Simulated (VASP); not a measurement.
Method: PBE GGA, VASP's PBE PAW potentials (set 64) (plane waves; VASP 6.6.1).

VASP input:

### INCAR
```
SYSTEM=MgS
PREC=Accurate; ENCUT=400; LREAL=.FALSE.
LASPH=.TRUE.
EDIFF=1E-8; NELM=100; ALGO=Normal
ISMEAR=0; SIGMA=0.01
GGA=PE
IBRION=8; NSW=1
LWAVE=.FALSE.; LCHARG=.FALSE.
LEPSILON=.TRUE.
```

**POSCAR**
```
MgS
3.6934070
  0.0000000000   0.7071068515   0.7071068515
  0.7071068515   0.0000000000   0.7071068515
  0.7071068515   0.7071068515   0.0000000000
Mg S
1 1
direct
  0.0000000000   0.0000000000   0.0000000000
  0.5000000000   0.5000000000   0.5000000000
```

File KPOINTS:
```
Automatic mesh
0
Gamma
9 9 9
0 0 0
```

POTCAR, in this order: Mg S (PBE.64 set). Program: vasp_std.

Output of the run:

OSZICAR:
```
...
RMM:   5    -0.578104386159E+00   -0.25074E-07   -0.69974E-08   917   0.132E-03
RMM:   6    -0.578104387159E+00   -0.10007E-08   -0.21986E-09   819   0.208E-04
 Linear response to external field (no local field effect), progress :
  Direction:   3
       N       E                     dE             d eps       ncg     rms          rms(c)
RMM:   1    -0.295355806467E+00   -0.29536E+00   -0.93507E-01  1161   0.294E+00
RMM:   2    -0.298788536809E+00   -0.34327E-02   -0.55330E-03   918   0.506E-01
RMM:   3    -0.298823894670E+00   -0.35358E-04   -0.12156E-04   904   0.631E-02
RMM:   4    -0.298824666944E+00   -0.77227E-06   -0.24928E-06   937   0.911E-03
RMM:   5    -0.298824679035E+00   -0.12091E-07   -0.76935E-08   868   0.124E-03
RMM:   6    -0.298824679239E+00   -0.20369E-09   -0.28835E-09   731   0.208E-04
 Linear response to external field, progress :
  Direction:   1
       N       E                     dE             d eps       ncg     rms          rms(c)
RMM:   1    -0.477130685196E+00   -0.47713E+00   -0.17799E+00  2535   0.347E+00
RMM:   2    -0.484296745188E+00   -0.71661E-02   -0.73687E-03  1973   0.582E-01    0.146E+00
RMM:   3    -0.445964159788E+00    0.38333E-01   -0.52450E-02  1849   0.128E+00    0.748E-01
RMM:   4    -0.461451476996E+00   -0.15487E-01   -0.25316E-02  1935   0.950E-01    0.250E-01
RMM:   5    -0.479249226690E+00   -0.17798E-01   -0.11825E-03  1902   0.290E-01    0.662E-02
RMM:   6    -0.479004224441E+00    0.24500E-03   -0.15280E-05  2024   0.343E-02    0.508E-02
RMM:   7    -0.479262657232E+00   -0.25843E-03   -0.71508E-05  1908   0.522E-02    0.870E-03
RMM:   8    -0.479488046721E+00   -0.22539E-03   -0.60564E-06  1956   0.166E-02    0.334E-03
RMM:   9    -0.479469266017E+00    0.18781E-04   -0.63524E-07  2101   0.309E-03    0.727E-04
RMM:  10    -0.479504805371E+00   -0.35539E-04   -0.18156E-06  2059   0.832E-04    0.139E-04
RMM:  11    -0.479503155680E+00    0.16497E-05   -0.91612E-08  1953   0.145E-04    0.570E-05
RMM:  12    -0.479504977755E+00   -0.18221E-05    0.12021E-07  1165   0.578E-05    0.121E-05
RMM:  13    -0.479504872576E+00    0.10518E-06    0.38127E-08   621   0.483E-05    0.306E-06
 Linear response to external field, progress :
  Direction:   2
       N       E                     dE             d eps       ncg     rms          rms(c)
RMM:   1    -0.476702264304E+00   -0.47670E+00   -0.17756E+00  2543   0.348E+00
RMM:   2    -0.484300963732E+00   -0.75987E-02   -0.73071E-03  1977   0.585E-01    0.146E+00
RMM:   3    -0.445959240269E+00    0.38342E-01   -0.52409E-02  1854   0.128E+00    0.748E-01
RMM:   4    -0.461453289476E+00   -0.15494E-01   -0.25341E-02  1940   0.951E-01    0.250E-01
RMM:   5    -0.479248269376E+00   -0.17795E-01   -0.11854E-03  1902   0.290E-01    0.661E-02
RMM:   6    -0.479002519166E+00    0.24575E-03   -0.15506E-05  2036   0.345E-02    0.506E-02
RMM:   7    -0.479263433145E+00   -0.26091E-03   -0.71500E-05  1912   0.522E-02    0.869E-03
RMM:   8    -0.479488133668E+00   -0.22470E-03   -0.59974E-06  1963   0.166E-02    0.333E-03
RMM:   9    -0.479469266664E+00    0.18867E-04   -0.78142E-08  2105   0.310E-03    0.738E-04
RMM:  10    -0.479504816036E+00   -0.35549E-04    0.40346E-07  2071   0.822E-04    0.138E-04
RMM:  11    -0.479503178314E+00    0.16377E-05   -0.21367E-07  1951   0.144E-04    0.572E-05
RMM:  12    -0.479504963047E+00   -0.17847E-05    0.12787E-07  1166   0.569E-05    0.122E-05
RMM:  13    -0.479504862342E+00    0.10071E-06    0.82535E-09   635   0.492E-05    0.308E-06
 Linear response to external field, progress :
  Direction:   3
       N       E                     dE             d eps       ncg     rms          rms(c)
RMM:   1    -0.476780766267E+00   -0.47678E+00   -0.17764E+00  2542   0.348E+00
RMM:   2    -0.484299477948E+00   -0.75187E-02   -0.73249E-03  1976   0.584E-01    0.146E+00
RMM:   3    -0.445957792483E+00    0.38342E-01   -0.52433E-02  1855   0.128E+00    0.748E-01
RMM:   4    -0.461451083675E+00   -0.15493E-01   -0.25333E-02  1941   0.951E-01    0.250E-01
RMM:   5    -0.479249828893E+00   -0.17799E-01   -0.11844E-03  1902   0.290E-01    0.661E-02
RMM:   6    -0.479003662230E+00    0.24617E-03   -0.15458E-05  2040   0.344E-02    0.506E-02
RMM:   7    -0.479263628206E+00   -0.25997E-03   -0.71293E-05  1911   0.521E-02    0.868E-03
RMM:   8    -0.479488116111E+00   -0.22449E-03   -0.59853E-06  1952   0.166E-02    0.332E-03
RMM:   9    -0.479469296096E+00    0.18820E-04   -0.98136E-08  2097   0.310E-03    0.738E-04
RMM:  10    -0.479504803943E+00   -0.35508E-04    0.19185E-07  2084   0.823E-04    0.139E-04
RMM:  11    -0.479503171500E+00    0.16324E-05    0.87290E-08  1956   0.143E-04    0.573E-05
RMM:  12    -0.479504961659E+00   -0.17902E-05    0.24311E-07  1144   0.570E-05    0.121E-05
RMM:  13    -0.479504855777E+00    0.10588E-06    0.21045E-08   632   0.493E-05    0.304E-06
 Linear response DOF=           2
 Linear response progress:
  Degree of freedom:   1/  2
       N       E                     dE             d eps       ncg     rms          rms(c)
RMM:   1    -0.191188569215E-02   -0.19119E-02   -0.18943E-03  2062   0.474E-01
RMM:   2    -0.173858022858E-02    0.17331E-03   -0.18760E-04  1917   0.112E-01    0.492E-02
RMM:   3    -0.170443326786E-02    0.34147E-04   -0.38864E-05  1934   0.391E-02    0.284E-02
RMM:   4    -0.170588883997E-02   -0.14556E-05   -0.20896E-05  1876   0.302E-02    0.805E-03
RMM:   5    -0.170194784808E-02    0.39410E-05   -0.19306E-06  1898   0.108E-02    0.140E-03
RMM:   6    -0.170154944647E-02    0.39840E-06   -0.86056E-08  1999   0.250E-03    0.558E-04
RMM:   7    -0.169941129096E-02    0.21382E-05   -0.27356E-08  1915   0.148E-03    0.203E-04
RMM:   8    -0.169943252363E-02   -0.21233E-07   -0.33998E-09  2038   0.354E-04    0.347E-05
RMM:   9    -0.169950810366E-02   -0.75580E-07   -0.11312E-10  2084   0.863E-05    0.115E-05
RMM:  10    -0.169951329539E-02   -0.51917E-08   -0.15999E-10  2123   0.170E-05    0.246E-06
 Linear response progress:
  Degree of freedom:   2/  2
       N       E                     dE             d eps       ncg     rms          rms(c)
RMM:   1    -0.105163797091E+00   -0.10516E+00    0.34622E-02  2557   0.270E+00
RMM:   2    -0.105195303684E+00   -0.31507E-04   -0.12217E-03  1885   0.287E-01    0.104E-01
RMM:   3    -0.105879185332E+00   -0.68388E-03   -0.22029E-04  1772   0.917E-02    0.518E-02
RMM:   4    -0.106661853101E+00   -0.78267E-03   -0.14848E-04  1792   0.729E-02    0.166E-02
RMM:   5    -0.106726560404E+00   -0.64707E-04   -0.93242E-06  1923   0.259E-02    0.969E-03
RMM:   6    -0.106728447228E+00   -0.18868E-05   -0.70223E-08  2052   0.244E-03    0.825E-03
RMM:   7    -0.106742456400E+00   -0.14009E-04   -0.36115E-07  1777   0.377E-03    0.577E-04
RMM:   8    -0.106737816960E+00    0.46394E-05   -0.14616E-08  1971   0.804E-04    0.257E-04
RMM:   9    -0.106736033715E+00    0.17832E-05   -0.11626E-08  1959   0.265E-04    0.743E-05
RMM:  10    -0.106736461603E+00   -0.42789E-06   -0.68265E-08  2051   0.809E-05    0.404E-05
RMM:  11    -0.106736488427E+00   -0.26824E-07   -0.44297E-09  2170   0.148E-05    0.997E-06
RMM:  12    -0.106736543722E+00   -0.55295E-07    0.39552E-08  1958   0.769E-06    0.947E-07
RMM:  13    -0.106736548899E+00   -0.51764E-08    0.43969E-08  1778   0.321E-06    0.235E-07
 Linear response finished
```

### OUTCAR
```
------------------------ aborting loop because EDIFF is reached ----------------------------------------

 HEAD OF MICROSCOPIC STATIC DIELECTRIC TENSOR (INDEPENDENT PARTICLE, excluding Hartree and local field effects)
 ------------------------------------------------------
           5.920387    -0.000000     0.000000
           0.000000     5.920387     0.000000
          -0.000000    -0.000000     5.920387
 ------------------------------------------------------

 MACROSCOPIC STATIC DIELECTRIC TENSOR (including local field effects in DFT)
 ------------------------------------------------------
           5.389748     0.000000    -0.000000
          -0.000000     5.389748    -0.000000
          -0.000000    -0.000000     5.389748
 ------------------------------------------------------

 PIEZOELECTRIC TENSOR (including local field effects)  for field in x, y, z        (e  Angst)
          XX          YY          ZZ          XY          YZ          ZX
  --------------------------------------------------------------------------------
  x     0.00000     0.00000     0.00000     0.00000     0.00000     0.00000
  y     0.00000     0.00000     0.00000     0.00000     0.00000     0.00000
  z     0.00000     0.00000     0.00000     0.00000     0.00000     0.00000

 PIEZOELECTRIC TENSOR (including local field effects)  for field in x, y, z        (C/m^2)
          XX          YY          ZZ          XY          YZ          ZX
  --------------------------------------------------------------------------------
  x     0.00000     0.00000     0.00000     0.00000     0.00000     0.00000
  y     0.00000     0.00000     0.00000     0.00000     0.00000     0.00000
  z     0.00000     0.00000     0.00000     0.00000     0.00000     0.00000

 BORN EFFECTIVE CHARGES (including local field effects) (in |e|, cummulative output)
 ---------------------------------------------------------------------------------
 ion    1
    1     2.33549     0.00000    -0.00000
    2     0.00000     2.33549    -0.00000
    3     0.00000    -0.00000     2.33549
 ion    2
    1    -2.33549    -0.00000     0.00000
    2    -0.00000    -2.33549     0.00000
    3    -0.00000     0.00000    -2.33549

   1 f  =    6.781439 THz    42.609036 2PiTHz  226.204447 cm-1    28.045764 meV
             X         Y         Z           dx          dy          dz
      0.000000  0.000000  0.000000    -0.000000    0.000000   -0.754163
      2.611633  2.611633  2.611633    -0.000000    0.000000    0.656687

   2 f  =    6.781439 THz    42.609036 2PiTHz  226.204447 cm-1    28.045764 meV
             X         Y         Z           dx          dy          dz
      0.000000  0.000000  0.000000     0.754163    0.000000    0.000000
      2.611633  2.611633  2.611633    -0.656687    0.000000    0.000000

   3 f  =    6.781439 THz    42.609036 2PiTHz  226.204447 cm-1    28.045764 meV
             X         Y         Z           dx          dy          dz
      0.000000  0.000000  0.000000    -0.000000    0.754163    0.000000
      2.611633  2.611633  2.611633     0.000000   -0.656687    0.000000

   4 f/i=    0.000524 THz     0.003293 2PiTHz    0.017482 cm-1     0.002167 meV
             X         Y         Z           dx          dy          dz
      0.000000  0.000000  0.000000    -0.043495   -0.002140    0.655242
      2.611633  2.611633  2.611633    -0.049951   -0.002457    0.752503

   5 f/i=    0.000524 THz     0.003293 2PiTHz    0.017482 cm-1     0.002167 meV
             X         Y         Z           dx          dy          dz
      0.000000  0.000000  0.000000     0.655228    0.004538    0.043509
      2.611633  2.611633  2.611633     0.752488    0.005211    0.049967

   6 f/i=    0.000524 THz     0.003293 2PiTHz    0.017482 cm-1     0.002167 meV
             X         Y         Z           dx          dy          dz
      0.000000  0.000000  0.000000    -0.004669    0.656668    0.001834
      2.611633  2.611633  2.611633    -0.005362    0.754141    0.002107

 MACROSCOPIC STATIC DIELECTRIC TENSOR IONIC CONTRIBUTION
 ------------------------------------------------------
          10.649242     0.000000    -0.000000
           0.000000    10.649242    -0.000000
          -0.000000    -0.000000    10.649242
 ------------------------------------------------------

 ELASTIC MODULI CONTR FROM IONIC RELAXATION (kBar)
 Direction    XX          YY          ZZ          XY          YZ          ZX
 --------------------------------------------------------------------------------
 XX           0.0000      0.0000      0.0000      0.0000      0.0000      0.0000
 YY           0.0000      0.0000      0.0000      0.0000      0.0000      0.0000
 ZZ           0.0000      0.0000      0.0000      0.0000      0.0000      0.0000
 XY           0.0000      0.0000      0.0000      0.0000      0.0000      0.0000
 YZ           0.0000      0.0000      0.0000      0.0000      0.0000      0.0000
 ZX           0.0000      0.0000      0.0000      0.0000      0.0000      0.0000
 --------------------------------------------------------------------------------

 PIEZOELECTRIC TENSOR IONIC CONTR  for field in x, y, z        (C/m^2)
          XX          YY          ZZ          XY          YZ          ZX
  --------------------------------------------------------------------------------
  x     0.00000     0.00000     0.00000     0.00000     0.00000     0.00000
  y     0.00000     0.00000     0.00000     0.00000     0.00000     0.00000
  z     0.00000     0.00000     0.00000     0.00000     0.00000     0.00000
```
(Selected blocks of OUTCAR.)

The compound is MgS in the rock salt structure. It was relaxed first.
